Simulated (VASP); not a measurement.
Method: LDA (Ceperley-Alder, Perdew-Zunger), VASP's LDA PAW potentials (set 64) (plane waves; VASP 6.6.1).

The input files of a VASP run:

File KPOINTS:
```
Automatic mesh
0
Gamma
8 8 2
0 0 0
```

### INCAR
```
SYSTEM = MoS2
PREC = Accurate
ENCUT = 500
EDIFF = 1E-6
NELM = 100
ALGO = Normal
LREAL = .FALSE.
LASPH = .TRUE.
ISMEAR = 0
SIGMA = 0.05
LMAXMIX = 4
LWAVE = .FALSE.
LCHARG = .FALSE.
IBRION = 2
ISIF = 3
NSW = 40
EDIFFG = -0.02
PSTRESS = 200
```

POSCAR:
```
MoS2
1
    1.5263639276    -2.6437393719     0.0000000000
    1.5263639276     2.6437393719     0.0000000000
    0.0000000000     0.0000000000    11.2333963524
Mo S
2 4
Direct
  0.3333330000   0.6666670000   0.2500000000
  0.6666670000   0.3333330000   0.7500000000
  0.3333330000   0.6666670000   0.8891355891
  0.6666670000   0.3333330000   0.3891355891
  0.6666670000   0.3333330000   0.1108644109
  0.3333330000   0.6666670000   0.6108644109
```

POTCAR, in this order: Mo_sv S (LDA.64 set). Program: vasp_std.

Output of the run:

### OSZICAR
```
       N       E                     dE             d eps       ncg     rms          rms(c)
DAV:   1     0.484733194365E+03    0.48473E+03   -0.29062E+04  1328   0.158E+03
DAV:   2    -0.208870069848E+02   -0.50562E+03   -0.49256E+03  1426   0.430E+02
DAV:   3    -0.507366709509E+02   -0.29850E+02   -0.29481E+02  1644   0.901E+01
DAV:   4    -0.512754027679E+02   -0.53873E+00   -0.53800E+00  1479   0.122E+01
DAV:   5    -0.512871332710E+02   -0.11731E-01   -0.11728E-01  1568   0.170E+00    0.414E+01
DAV:   6    -0.492487962697E+02    0.20383E+01   -0.16237E+01  1470   0.240E+01    0.140E+01
DAV:   7    -0.489775333494E+02    0.27126E+00   -0.74966E+00  1417   0.149E+01    0.967E+00
DAV:   8    -0.486604030990E+02    0.31713E+00   -0.15504E+00  1479   0.732E+00    0.317E+00
DAV:   9    -0.486718955870E+02   -0.11492E-01   -0.13764E-01  1655   0.176E+00    0.139E+00
DAV:  10    -0.486618273979E+02    0.10068E-01   -0.63434E-02  1473   0.151E+00    0.234E-01
DAV:  11    -0.486618590474E+02   -0.31649E-04   -0.28535E-03  1496   0.303E-01    0.170E-01
DAV:  12    -0.486618452512E+02    0.13796E-04   -0.18276E-04  1452   0.705E-02    0.100E-01
DAV:  13    -0.486618203944E+02    0.24857E-04   -0.15602E-04  1579   0.710E-02    0.224E-02
DAV:  14    -0.486618210735E+02   -0.67911E-06   -0.17292E-05  1515   0.266E-02    0.205E-02
DAV:  15    -0.486618202063E+02    0.86728E-06   -0.16888E-06  1086   0.864E-03
   1 F= -.37344666E+02 E0= -.37344666E+02  d E =-.373447E+02
       N       E                     dE             d eps       ncg     rms          rms(c)
DAV:   1    -0.550949474233E+02   -0.64331E+01   -0.23196E+02  1310   0.130E+02    0.558E+01
DAV:   2    -0.476332408408E+02    0.74617E+01   -0.31489E+01  1366   0.452E+01    0.906E+00
DAV:   3    -0.467016889899E+02    0.93155E+00   -0.29625E+00  1359   0.973E+00    0.341E+00
DAV:   4    -0.465607902032E+02    0.14090E+00   -0.82667E-01  1380   0.661E+00    0.504E+00
DAV:   5    -0.465628382486E+02   -0.20480E-02   -0.34764E-02  1555   0.128E+00    0.274E+00
DAV:   6    -0.465588197245E+02    0.40185E-02   -0.54393E-02  1507   0.121E+00    0.299E-01
DAV:   7    -0.465583266399E+02    0.49308E-03   -0.97558E-03  1513   0.699E-01    0.120E-01
DAV:   8    -0.465582887702E+02    0.37870E-04   -0.34199E-04  1467   0.117E-01    0.118E-01
DAV:   9    -0.465582850519E+02    0.37183E-05   -0.31872E-05  1425   0.386E-02    0.222E-02
DAV:  10    -0.465582832393E+02    0.18125E-05   -0.67282E-06  1344   0.176E-02    0.166E-02
DAV:  11    -0.465582830653E+02    0.17403E-06   -0.39189E-07   788   0.444E-03
   2 F= -.36717080E+02 E0= -.36716571E+02  d E =0.627586E+00
       N       E                     dE             d eps       ncg     rms          rms(c)
DAV:   1    -0.532964502949E+02   -0.67382E+01   -0.12529E+02  1296   0.978E+01    0.273E+01
DAV:   2    -0.497626724231E+02    0.35338E+01   -0.39874E+01  1444   0.445E+01    0.910E+00
DAV:   3    -0.484512452279E+02    0.13114E+01   -0.83961E+00  1333   0.145E+01    0.638E+00
DAV:   4    -0.483649274530E+02    0.86318E-01   -0.88589E-01  1283   0.590E+00    0.146E+00
DAV:   5    -0.483366644251E+02    0.28263E-01   -0.19962E-01  1508   0.274E+00    0.118E+00
DAV:   6    -0.483401351003E+02   -0.34707E-02   -0.16499E-02  1482   0.746E-01    0.434E-01
DAV:   7    -0.483410425263E+02   -0.90743E-03   -0.18604E-03  1397   0.267E-01    0.259E-01
DAV:   8    -0.483410121175E+02    0.30409E-04   -0.70633E-04  1535   0.147E-01    0.116E-01
DAV:   9    -0.483410167285E+02   -0.46110E-05   -0.83698E-05  1429   0.448E-02    0.584E-02
DAV:  10    -0.483410159546E+02    0.77396E-06   -0.24335E-06  1119   0.800E-03
   3 F= -.37461748E+02 E0= -.37461746E+02  d E =-.117081E+00
       N       E                     dE             d eps       ncg     rms          rms(c)
DAV:   1    -0.483276816179E+02    0.13335E-01   -0.21484E-02  1324   0.125E+00    0.430E-01
DAV:   2    -0.483270138734E+02    0.66774E-03   -0.48467E-03  1465   0.505E-01    0.111E-01
DAV:   3    -0.483268685385E+02    0.14533E-03   -0.95016E-04  1347   0.150E-01    0.515E-02
DAV:   4    -0.483268461626E+02    0.22376E-04   -0.13765E-04  1339   0.816E-02    0.252E-02
DAV:   5    -0.483268467965E+02   -0.63387E-06   -0.16791E-05  1597   0.245E-02    0.286E-02
DAV:   6    -0.483268467206E+02    0.75880E-07   -0.89124E-06  1187   0.142E-02
   4 F= -.37461902E+02 E0= -.37461900E+02  d E =-.117236E+00
       N       E                     dE             d eps       ncg     rms          rms(c)
DAV:   1    -0.483259785472E+02    0.86825E-03   -0.72662E+00  1317   0.182E+01    0.349E+00
DAV:   2    -0.482274121509E+02    0.98566E-01   -0.71448E-01  1372   0.598E+00    0.172E+00
DAV:   3    -0.482099950881E+02    0.17417E-01   -0.56672E-02  1536   0.122E+00    0.824E-01
DAV:   4    -0.482064340545E+02    0.35610E-02   -0.18111E-02  1338   0.928E-01    0.902E-01
DAV:   5    -0.482061821590E+02    0.25190E-03   -0.21179E-03  1507   0.236E-01    0.147E-01
DAV:   6    -0.482059993857E+02    0.18277E-03   -0.12971E-03  1436   0.211E-01    0.601E-02
DAV:   7    -0.482060021600E+02   -0.27743E-05   -0.64089E-05  1472   0.430E-02    0.350E-02
DAV:   8    -0.482059998473E+02    0.23127E-05   -0.20262E-05  1327   0.221E-02    0.148E-02
DAV:   9    -0.482059999731E+02   -0.12582E-06   -0.14976E-06   837   0.916E-03
   5 F= -.37515504E+02 E0= -.37515480E+02  d E =-.536019E-01
       N       E                     dE             d eps       ncg     rms          rms(c)
DAV:   1    -0.481726419983E+02    0.33358E-01   -0.44427E-01  1324   0.451E+00    0.863E-01
DAV:   2    -0.481666335858E+02    0.60084E-02   -0.45691E-02  1402   0.151E+00    0.449E-01
DAV:   3    -0.481654886648E+02    0.11449E-02   -0.38595E-03  1499   0.314E-01    0.206E-01
DAV:   4    -0.481652563094E+02    0.23236E-03   -0.12350E-03  1359   0.241E-01    0.225E-01
DAV:   5    -0.481652467373E+02    0.95721E-05   -0.10231E-04  1484   0.541E-02    0.519E-02
DAV:   6    -0.481652333763E+02    0.13361E-04   -0.10046E-04  1498   0.534E-02    0.152E-02
DAV:   7    -0.481652334285E+02   -0.52164E-07   -0.50954E-06  1219   0.124E-02
   6 F= -.37517521E+02 E0= -.37517482E+02  d E =-.556188E-01
       N       E                     dE             d eps       ncg     rms          rms(c)
DAV:   1    -0.482019481694E+02   -0.36715E-01   -0.31349E+00  1271   0.119E+01    0.187E+00
DAV:   2    -0.481595308976E+02    0.42417E-01   -0.45365E-01  1516   0.415E+00    0.157E+00
DAV:   3    -0.481471740661E+02    0.12357E-01   -0.41791E-02  1462   0.126E+00    0.502E-01
DAV:   4    -0.481435297152E+02    0.36444E-02   -0.14947E-02  1473   0.681E-01    0.212E-01
DAV:   5    -0.481434662379E+02    0.63477E-04   -0.66853E-04  1494   0.163E-01    0.119E-01
DAV:   6    -0.481434434169E+02    0.22821E-04   -0.16455E-04  1470   0.704E-02    0.628E-02
DAV:   7    -0.481434354503E+02    0.79666E-05   -0.40808E-05  1503   0.353E-02    0.246E-02
DAV:   8    -0.481434347916E+02    0.65866E-06   -0.33943E-06  1187   0.118E-02
   7 F= -.37531153E+02 E0= -.37530841E+02  d E =-.136315E-01
       N       E                     dE             d eps       ncg     rms          rms(c)
DAV:   1    -0.481386748443E+02    0.47606E-02   -0.19238E-01  1248   0.296E+00    0.469E-01
DAV:   2    -0.481360922252E+02    0.25826E-02   -0.28384E-02  1516   0.105E+00    0.392E-01
DAV:   3    -0.481353145042E+02    0.77772E-03   -0.26473E-03  1461   0.317E-01    0.126E-01
DAV:   4    -0.481350994051E+02    0.21510E-03   -0.97986E-04  1496   0.173E-01    0.544E-02
DAV:   5    -0.481350956593E+02    0.37457E-05   -0.36421E-05  1464   0.384E-02    0.315E-02
DAV:   6    -0.481350941381E+02    0.15212E-05   -0.12978E-05  1488   0.200E-02    0.184E-02
DAV:   7    -0.481350936211E+02    0.51703E-06   -0.23612E-06   952   0.860E-03
   8 F= -.37531760E+02 E0= -.37531361E+02  d E =-.142387E-01
```

OUTCAR:
```
------------------------ aborting loop because EDIFF is reached ----------------------------------------
  FORCE on cell =-STRESS in cart. coord.  units (eV):
  Direction    XX          YY          ZZ          XY          YZ          ZX
  --------------------------------------------------------------------------------------
  Total       10.6284392     10.6284330     10.5482661      0.0000000     -0.0000000     -0.0000000
  in kB      200.4735360    200.4734196    198.9613124      0.0000000     -0.0000000     -0.0000000
  external PRESSURE =      -0.0305774 kB  Pullay stress =     200.0000000 kB
  volume of cell :       84.94
      direct lattice vectors                 reciprocal lattice vectors
     1.498651434 -2.595739672 -0.000000000     0.333633284 -0.192623323  0.000000000
     1.498651434  2.595739672  0.000000000     0.333633284  0.192623323  0.000000000
    -0.000000000 -0.000000000 10.917702571    -0.000000000 -0.000000000  0.091594362
 POSITION                                       TOTAL-FORCE (eV/Angst)
 -----------------------------------------------------------------------------------
      1.49865      0.86525      2.72943         0.000000     -0.000000     -0.000000
      1.49865     -0.86525      8.18828        -0.000000      0.000000     -0.000000
      1.49865      0.86525      9.75692         0.000000     -0.000000     -0.015093
      1.49865     -0.86525      4.29807         0.000000      0.000000     -0.015093
      1.49865     -0.86525      1.16078         0.000000     -0.000000      0.015093
      1.49865      0.86525      6.61963        -0.000000     -0.000000      0.015093
 -----------------------------------------------------------------------------------
    total drift:                               -0.000165      0.001453     -0.000030
  FREE ENERGIE OF THE ION-ELECTRON SYSTEM (eV)
  ---------------------------------------------------
  free  energy   TOTEN  =       -48.1350936211 eV

  energy  without entropy=      -48.1342963294  energy(sigma->0) =      -48.13469498
  enthalpy is  TOTEN    =       -37.5317597638 eV   P V=       10.6033338573

 reached required accuracy - stopping structural energy minimisation
```
(Selected blocks of OUTCAR.)

### CONTCAR
```
MoS2
   1.00000000000000
     1.4986514335792354   -2.5957396721128951   -0.0000000000000000
     1.4986514335792354    2.5957396721128951    0.0000000000000000
    -0.0000000000000000   -0.0000000000000000   10.9177025710196265
  Mo              S
     2     4
Direct
     0.3333330000000032    0.6666669999999968    0.2500000000000000
     0.6666669999999968    0.3333330000000032    0.7500000000000000
     0.3333330000000032    0.6666669999999968    0.8936790240861161
     0.6666669999999968    0.3333330000000032    0.3936790240861163
     0.6666669999999968    0.3333330000000032    0.1063209759138838
     0.3333330000000032    0.6666669999999968    0.6063209759138839
```

Energy and stress use the plane-wave basis of the starting cell.

The compound is MoS2 in the 2H layered structure. This run relaxes it under an external pressure of 20 GPa. Symmetry was kept, so distortions that lower it aren't found.
